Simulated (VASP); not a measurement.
# HfSi2B4 (Pmmm) in VASP: density of states with PBE

Aim: the density of states of HfSi2B4 with PBE.

Program: VASP 6.6.1. These are calculated values, not measurements. Logs are shortened: lines on timing, memory, paths and dates and some standing lists are left out, and cuts for length are marked.

### Step 1. The crystal as given

It takes space group Pmmm (No. 47, orthorhombic). The conventional cell has a = 3.179 Å, b = 4.599 Å, c = 5.271 Å, α = 90.00°, β = 90.00°, γ = 90.00°. Hf (site symmetry mmm) has 8 B at 2.53 Å and 4 Si at 2.64 Å as nearest neighbours. Si (site symmetry mm2) is surrounded by 4 B at 2.18 Å. B (site symmetry m) has 2 B at 1.76 to 1.77 Å as nearest neighbours.

The cell was built by a generator and needn't be a form met in nature.

### Step 2. Density of states, PBE

Input file POSCAR:

```
HfSi2B4
1.0
    3.1786600000      0.0000000000      0.0000000000
    0.0000000000      4.5992200000      0.0000000000
    0.0000000000      0.0000000000      5.2709800000
Hf Si B
1 2 4
Direct
    0.5000000000      0.0000000000      0.0000000000
    0.5000000000      0.5000000000      0.7529950000
    0.5000000000      0.5000000000      0.2470050000
    0.0000000000      0.8078070000      0.6672040000
    0.0000000000      0.8078070000      0.3327960000
    0.0000000000      0.1921930000      0.3327960000
    0.0000000000      0.1921930000      0.6672040000
```

Input file INCAR.step1:

```
SYSTEM = HfSi2B4
PREC = Accurate
ENCUT = 520
EDIFF = 1E-7
ISMEAR = 0
SIGMA = 0.1
LREAL = .False.
LASPH = .True.
NELM = 100
ALGO = Normal
ISIF = 2
LWAVE = .False.
LCHARG = .True.
LMAXMIX = 4
GGA = PE
KPAR = 2
```

Input file KPOINTS.step1:

```
regular mesh
0
Gamma
  10 6 6
  0 0 0
```

Input file INCAR.step2:

```
SYSTEM = HfSi2B4
PREC = Accurate
ENCUT = 520
EDIFF = 1E-7
ISMEAR = -5
SIGMA = 0.1
LREAL = .False.
LASPH = .True.
NELM = 100
ALGO = Normal
ISIF = 2
LWAVE = .False.
LCHARG = .False.
LMAXMIX = 4
GGA = PE
LORBIT = 11
KPAR = 2
NEDOS = 2001
ICHARG = 11
```

Input file KPOINTS.step2:

```
regular mesh
0
Gamma
  15 9 9
  0 0 0
```

Potentials or basis: VASP PAW PBE potentials, release 64 (Hf_pv, Si, B).

On the command line:

```
> cat potpaw_PBE.64/Hf_pv/POTCAR potpaw_PBE.64/Si/POTCAR potpaw_PBE.64/B/POTCAR > POTCAR
> cp INCAR.step1 INCAR
> cp KPOINTS.step1 KPOINTS
> mpirun -np 2 vasp_std > vasp.out
> cp INCAR.step2 INCAR
> cp KPOINTS.step2 KPOINTS
> mpirun -np 2 vasp_std > vasp.out
```

OUTCAR:

```text
SYSTEM = HfSi2B4
   PREC = Accurate
   ENCUT = 520
   EDIFF = 1E-7
   ISMEAR = -5
   LREAL = .False.
   LASPH = .True.
   NELM = 100
   ISIF = 2
   GGA = PE
   LORBIT = 11
   ICHARG = 11

 ion  position               nearest neighbor table
   1  0.500  0.000  0.000-   4 2.53   5 2.53   6 2.53   7 2.53   4 2.53   5 2.53   6 2.53   7 2.53
                             2 2.64   3 2.64   2 2.64   3 2.64
   2  0.500  0.500  0.753-   4 2.18   7 2.18   4 2.18   7 2.18   3 2.60   1 2.64   1 2.64   3 2.67

   3  0.500  0.500  0.247-   5 2.18   6 2.18   5 2.18   6 2.18   2 2.60   1 2.64   1 2.64   2 2.67

   4  0.000  0.808  0.667-   5 1.76   7 1.77   2 2.18   2 2.18   1 2.53   1 2.53
   5  0.000  0.808  0.333-   4 1.76   6 1.77   3 2.18   3 2.18   1 2.53   1 2.53
   6  0.000  0.192  0.333-   7 1.76   5 1.77   3 2.18   3 2.18   1 2.53   1 2.53
   7  0.000  0.192  0.667-   6 1.76   4 1.77   2 2.18   2 2.18   1 2.53   1 2.53

  LATTYP: Found a simple orthorhombic cell.
 ALAT       =     3.1786600000
 B/A-ratio  =     1.4469052997
 C/A-ratio  =     1.6582396356

  Lattice vectors:

 A1 = (   3.1786600000,   0.0000000000,   0.0000000000)
 A2 = (   0.0000000000,   4.5992200000,   0.0000000000)
 A3 = (   0.0000000000,   0.0000000000,   5.2709800000)

Analysis of symmetry for initial positions (statically):
=====================================================================
 Subroutine PRICEL returns:
 Original cell was already a primitive cell.

 Routine SETGRP: Setting up the symmetry group for a
 simple orthorhombic supercell.

 Subroutine GETGRP returns: Found  8 space group operations
 (whereof  8 operations were pure point group operations)
 out of a pool of  8 trial point group operations.

The static configuration has the point symmetry D_2h.

Analysis of symmetry for dynamics (positions and initial velocities):
=====================================================================
 Subroutine PRICEL returns:
 Original cell was already a primitive cell.

 Routine SETGRP: Setting up the symmetry group for a
 simple orthorhombic supercell.

 Subroutine GETGRP returns: Found  8 space group operations
 (whereof  8 operations were pure point group operations)
 out of a pool of  8 trial point group operations.

The dynamic configuration has the point symmetry D_2h.

 Subroutine INISYM returns: Found  8 space group operations
 (whereof  8 operations are pure point group operations),
 and found     1 'primitive' translations

----------------------------------------------------------------------------------------

                                     Primitive cell

  volume of cell :      77.0583

  direct lattice vectors                    reciprocal lattice vectors
     3.178660000  0.000000000  0.000000000     0.314597975  0.000000000  0.000000000
     0.000000000  4.599220000  0.000000000     0.000000000  0.217428173  0.000000000
     0.000000000  0.000000000  5.270980000     0.000000000  0.000000000  0.189718041

  length of vectors
     3.178660000  4.599220000  5.270980000     0.314597975  0.217428173  0.189718041

  position of ions in fractional coordinates (direct lattice)
     0.500000000  0.000000000  0.000000000
     0.500000000  0.500000000  0.752995000
     0.500000000  0.500000000  0.247005000
     0.000000000  0.807807000  0.667204000
     0.000000000  0.807807000  0.332796000
     0.000000000  0.192193000  0.332796000
     0.000000000  0.192193000  0.667204000

  ion indices of the primitive-cell ions
   primitive index   ion index
                 1           1
                 2           2
                 3           3
                 4           4
                 5           5
                 6           6
                 7           7

----------------------------------------------------------------------------------------

 KPOINTS: regular mesh

Automatic generation of k-mesh.
 Grid dimensions read from file:
 generate k-points for:   15    9    9

 Generating k-lattice:

  Cartesian coordinates                     Fractional coordinates (reciprocal lattice)
     0.020973198  0.000000000  0.000000000     0.066666667  0.000000000  0.000000000
     0.000000000  0.024158686  0.000000000     0.000000000  0.111111111  0.000000000
     0.000000000  0.000000000  0.021079782     0.000000000  0.000000000  0.111111111

  Length of vectors
     0.020973198  0.024158686  0.021079782

  Shift w.r.t. Gamma in fractional coordinates (k-lattice)
     0.000000000  0.000000000  0.000000000

 TETIRR: Found   3598 inequivalent tetrahedra from     7290

 Subroutine IBZKPT returns following result:
 ===========================================

 Found    200 irreducible k-points:

 Following reciprocal coordinates:
            Coordinates               Weight
  0.000000  0.000000  0.000000      1.000000
  0.066667  0.000000  0.000000      2.000000
  0.133333  0.000000  0.000000      2.000000
  0.200000  0.000000  0.000000      2.000000
  0.266667  0.000000  0.000000      2.000000
  0.333333  0.000000  0.000000      2.000000
[... 16 lines left out ...]
  0.400000  0.222222  0.000000      4.000000
  0.466667  0.222222  0.000000      4.000000
 [... further k-points ...]
   k-points           NKPTS =    200   k-points in BZ     NKDIM =    200   number of bands    NBANDS=     19
   number of dos      NEDOS =   2001   number of ions     NIONS =      7
   total plane-waves  NPLWV =  34560
   dimension x,y,z NGX =    24 NGY =   36 NGZ =   40
   dimension x,y,z NGXF=    48 NGYF=   72 NGZF=   80
   ions per type =               1   2   4
   NGX,Y,Z   is equivalent  to a cutoff of  12.55, 13.01, 12.62 a.u.
   NGXF,Y,Z  is equivalent  to a cutoff of  25.10, 26.03, 25.23 a.u.
 SYSTEM =  HfSi2B4
   PREC   = accura    normal or accurate (medium, high low for compatibility)
   ISTART =      0    job   : 0-new  1-cont  2-samecut
   ICHARG =     11    charge: 1-file 2-atom 10-const
   ISPIN  =      1    spin polarized calculation?
   LNONCOLLINEAR =      F non collinear calculations
   LSORBIT =      F    spin-orbit coupling
   LASPH  =      T    aspherical Exc in radial PAW
   ENCUT  =  520.0 eV  38.22 Ry    6.18 a.u.   5.91  8.55  9.80*2*pi/ulx,y,z
   NELM   =    100;   NELMIN=  2; NELMDL=  0     # of ELM steps
   EDIFF  = 0.1E-06   stopping-criterion for ELM
   LREAL  =      F    real-space projection
   EDIFFG = 0.1E-05   stopping-criterion for IOM
   NSW    =      0    number of steps for IOM
   IBRION =     -1    ionic relax: 0-MD 1-quasi-New 2-CG
   NFREE  =      0    steps in history (QN), initial steepest desc. (CG)
   ISIF   =      2    stress and relaxation
   ISYM   =      2    0-nonsym 1-usesym 2-fastsym
   POTIM  = 0.5000    time-step for ionic-motion
   TEBEG  =    0.0;   TEEND  =   0.0 temperature during run
   PSTRESS=    0.0 pullay stress
   NELECT =      30.0000    total number of electrons
   NUPDOWN=      -1.0000    fix difference up-down
   EMIN   =  10.00;   EMAX   =-10.00  energy-range for DOS
   EFERMI =   0.00;   METHOD = LEGACY
   ISMEAR =    -5;   SIGMA  =   0.10  broadening in eV -4-tet -1-fermi 0-gaus
   EFERMI_NEDOS =   21; number of points for ismear=-14 and -15
   IALGO  =     38    algorithm
   IMIX   =      4    mixing-type and parameters
     AMIX     =   0.40;   BMIX     =  1.00
     AMIX_MAG =   1.60;   BMIX_MAG =  1.00
  volume/ion in A,a.u.               =      11.01        74.29
  Fermi-wavevector in a.u.,A,eV,Ry     =   1.195387  2.258955 19.442062  1.428951
  Thomas-Fermi vector in A             =   2.331354
   LORBIT       =     11    0 simple, 1 ext, 2 COOP (PROOUT), +10 PAW based schemes
   GGA     = PE    functional components
   LHFCALC =     F    Hartree Fock is set to
   AEXX    =    0.0000 exact exchange contribution
   IVDW    =     0    specifies the selected vdW correction
   LEPSILON=     F    determine dielectric tensor
   LRPA    =     F    only Hartree local field effects (RPA)
 non-spin polarized calculation
 Fermi weights with tetrahedron method with Bloechl corrections
  energy-cutoff  :      520.00
  volume of cell :       77.06
 maximum number of plane-waves:      2094
 NGX is ok and might be reduce to    24

 number of electron      29.9999999 magnetization

 Free energy of the ion-electron system (eV)
  ---------------------------------------------------
  ext. energy  EPLUGINS =         0.00000000
  ---------------------------------------------------
  free energy    TOTEN  =       -47.03340043 eV

  energy without entropy =      -47.03340043  energy(sigma->0) =      -47.03340043

 E-fermi :   7.3659     XC(G=0): -11.5722

 val. band max:        7.4281274362   @ k =   0.0667   0.2222   0.4444
 cond. band min:       7.2534382250   @ k =   0.3333   0.0000   0.0000
 fundamental gap:     -0.1746892113
 Fermi energy:         7.3658885058

 k-point     1 :       0.0000    0.0000    0.0000
  band No.  band energies     occupation
      1     -22.9373      2.00000
      2     -22.8768      2.00000
      3     -22.6085      2.00000
      4      -6.3438      2.00000
      5      -1.8197      2.00000
      6      -1.5639      2.00000
[... 11 lines left out ...]
     18      12.2295      0.00000
     19      12.6813      0.00000

 k-point     2 :       0.0667    0.0000    0.0000
  band No.  band energies     occupation
      1     -22.9351      2.00000
      2     -22.8739      2.00000
      3     -22.6292      2.00000
      4      -6.2831      2.00000
      5      -1.7791      2.00000
      6      -1.5301      2.00000
[... 476 lines left out ...]
 k-point    24 :       0.4667    0.2222    0.0000
  band No.  band energies     occupation
      1     -23.0619      2.00000
      2     -22.8923      2.00000
      3     -22.8085      2.00000
      4      -3.3813      2.00000
      5      -2.4087      2.00000
      6      -0.4373      2.00000
[... 11 lines left out ...]
     18      10.2762      0.00000
     19      11.5507      0.00000

 [... further k-points ...]

------------------------ aborting loop because EDIFF is reached ----------------------------------------

  FORCE on cell =-STRESS in cart. coord.  units (eV):
  Direction    XX          YY          ZZ          XY          YZ          ZX
  --------------------------------------------------------------------------------------
  -------------------------------------------------------------------------------------
  Total        0.0529129      0.1960759     -0.2262584      0.0000000      0.0000000      0.0000000
  in kB        1.1001521      4.0767610     -4.7043071      0.0000000      0.0000000      0.0000000
  external PRESSURE =       0.1575354 kB  Pullay stress =       0.0000000 kB

 VOLUME and BASIS-vectors are now :
 -----------------------------------------------------------------------------
  energy-cutoff  :      520.00
  volume of cell :       77.06
      direct lattice vectors                 reciprocal lattice vectors
     3.178660000  0.000000000  0.000000000     0.314597975  0.000000000  0.000000000
     0.000000000  4.599220000  0.000000000     0.000000000  0.217428173  0.000000000
     0.000000000  0.000000000  5.270980000     0.000000000  0.000000000  0.189718041

 POSITION                                       TOTAL-FORCE (eV/Angst)
 -----------------------------------------------------------------------------------
      1.58933      0.00000      0.00000        -0.000000      0.000000     -0.000000
      1.58933      2.29961      3.96902        -0.000000      0.000000     -0.029735
      1.58933      2.29961      1.30196        -0.000000      0.000000      0.029735
      0.00000      3.71528      3.51682        -0.000000      0.021904     -0.049675
      0.00000      3.71528      1.75416         0.000000      0.021904      0.049675
      0.00000      0.88394      1.75416         0.000000     -0.021904      0.049675
      0.00000      0.88394      3.51682        -0.000000     -0.021904     -0.049675
 -----------------------------------------------------------------------------------
    total drift:                                0.000000      0.000000     -0.000000

  FREE ENERGIE OF THE ION-ELECTRON SYSTEM (eV)
  ---------------------------------------------------
  free  energy   TOTEN  =       -47.0334004349 eV

  energy  without entropy=      -47.0334004349  energy(sigma->0) =      -47.03340043

 total charge

# of ion       s       p       d       tot
------------------------------------------
    1        0.308   6.559   1.836   8.703
    2        0.734   0.911   0.000   1.645
    3        0.734   0.911   0.000   1.645
    4        0.694   1.165   0.000   1.859
    5        0.694   1.165   0.000   1.859
    6        0.694   1.165   0.000   1.859
    7        0.694   1.165   0.000   1.859
--------------------------------------------------
tot          4.554  13.041   1.836  19.432
```

Run time: 1.8 min. Hardware: 2 MPI ranks of Intel Xeon Platinum 8259CL at 2.50GHz (Skylake/Cascade Lake), shared host; peak memory 0.39 GiB.

What came out:

- Valence electrons inside the program's atomic spheres: Hf 8.70; Si 1.65; B 1.86

Levels at points of the mesh, in eV from the Fermi level:
```csv
k point,band 12,band 13,band 14,band 15,band 16,band 17,band 18,band 19
"(0.00, 0.00, 0.00)",-2.27,-1.27,-0.86,0.25,0.88,2.77,4.86,5.32
```

States per cell in windows of 1 eV (zero at the Fermi level; states under -8 eV left out):
| from (eV) | total | Hf1_d | B4_p | B5_p | B6_p | B7_p | Si2_p |
| --- | --- | --- | --- | --- | --- | --- | --- |
| -8.0 | 1.31 | 0.06 | 0.04 | 0.04 | 0.04 | 0.04 | 0.04 |
| -7.0 | 2.10 | 0.11 | 0.08 | 0.08 | 0.08 | 0.08 | 0.08 |
| -6.0 | 1.76 | 0.10 | 0.08 | 0.08 | 0.08 | 0.08 | 0.09 |
| -5.0 | 2.52 | 0.19 | 0.14 | 0.14 | 0.14 | 0.14 | 0.14 |
| -4.0 | 2.88 | 0.28 | 0.20 | 0.20 | 0.20 | 0.20 | 0.13 |
| -3.0 | 2.81 | 0.29 | 0.19 | 0.19 | 0.19 | 0.19 | 0.15 |
| -2.0 | 2.96 | 0.38 | 0.21 | 0.21 | 0.21 | 0.21 | 0.14 |
| -1.0 | 1.69 | 0.33 | 0.10 | 0.10 | 0.10 | 0.10 | 0.07 |
| 0.0 | 2.15 | 0.41 | 0.12 | 0.12 | 0.12 | 0.12 | 0.08 |
| 1.0 | 1.91 | 0.36 | 0.12 | 0.12 | 0.12 | 0.12 | 0.06 |
| 2.0 | 2.21 | 0.43 | 0.11 | 0.11 | 0.11 | 0.11 | 0.07 |
| 3.0 | 1.32 | 0.30 | 0.05 | 0.05 | 0.05 | 0.05 | 0.03 |
| 4.0 | 0.44 | 0.10 | 0.01 | 0.01 | 0.01 | 0.01 | 0.02 |
| 5.0 | 0.00 | 0.00 | 0.00 | 0.00 | 0.00 | 0.00 | 0.00 |
| 6.0 | 0.00 | 0.00 | 0.00 | 0.00 | 0.00 | 0.00 | 0.00 |

Caveat: tetrahedron occupations give inexact forces and stress in metals. Spin-orbit coupling is left out, which matters for the levels of Hf.
